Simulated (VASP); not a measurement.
VASP input:

INCAR:
```
SYSTEM = ZrC
PREC = Accurate
ENCUT = 520
EDIFF = 1E-6
NELM = 100
ALGO = Normal
LREAL = .FALSE.
LASPH = .TRUE.
ISMEAR = 1
SIGMA = 0.1
GGA = RP
LMAXMIX = 4
LWAVE = .FALSE.
LCHARG = .FALSE.
IBRION = 2
ISIF = 3
NSW = 60
EDIFFG = -0.01
```

**POSCAR**
```
ZrC
1
    0.0000000000     2.3673057733     2.3673057733
    2.3673057733     0.0000000000     2.3673057733
    2.3673057733     2.3673057733     0.0000000000
Zr C
1 1
Direct
  0.0000000000   0.0000000000   0.0000000000
  0.5000000000   0.5000000000   0.5000000000
```

KPOINTS:
```
kpoints
0
G
12 12 12
0 0 0
```

POTCAR, in this order: Zr_sv C (PBE.64 set). Program: vasp_std.

Task: Translate this RPBE calculation to Ansatz.

Result: One equivalent input (not run):
Ansatz 0.2 input:
```yaml
crystal:
  lattice:
    - [0.0000000, 2.3673058, 2.3673058]
    - [2.3673058, 0.0000000, 2.3673058]
    - [2.3673058, 2.3673058, 0.0000000]
  atoms:
    - { symbol: Zr, position: [0.0000000, 0.0000000, 0.0000000] }
    - { symbol: C, position: [0.5000000, 0.5000000, 0.5000000] }
kpoints:
  mp_grid: { grid: [12, 12, 12] }
hamiltonian:
  xc: rpbe
  pseudopotentials: { kind: paw }
scf:
  occupations: { method: methfessel_paxton, width: 0.1 }
  max_iter: 100
relax:
  max_steps: 60
  f_tol: 0.01
  cell: {}
output: { forces: true, stress: true, eigenvalues: true }
```
Limits of the translation: each code has its own PAW files, so the cut-off isn't converted (ENCUT is set for VASP's; basis.ecutwfc is left out, and Ansatz then takes the one that its files recommend); Ansatz stops its SCF on the density residual and VASP on the energy change (EDIFF).

The compound is ZrC in the rock salt structure. It was relaxed first. The start is the result of an earlier pass.
